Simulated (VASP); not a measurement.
Consider the following.

```
CELL_PARAMETERS angstrom
      0.00000     3.19102     3.19102
      3.19102     0.00000     3.19102
      3.19102     3.19102     0.00000
ATOMIC_POSITIONS crystal
  K  0.00000 0.00000 0.00000
  Cl 0.50000 0.50000 0.50000
```

Method: PBE GGA, VASP's PBE PAW potentials (set 64) (plane waves; VASP). Numerical set-up: 520 eV cut-off, 7×7×7 Γ-centred mesh, Gaussian smearing of 0.050 eV, potentials K_sv Cl.

Question: Estimate the energy per atom (σ→0), band gap (on the k-mesh) with the smallest direct gap where there is one.

Answer: 
```json
{
 "band gap (on the k-mesh)": "5.04 eV",
 "smallest direct gap (on the k-mesh)": "5.04 eV",
 "energy per atom (σ→0)": "-3.405 eV/atom"
}
```

The compound is KCl in the rock salt structure. It was relaxed first.
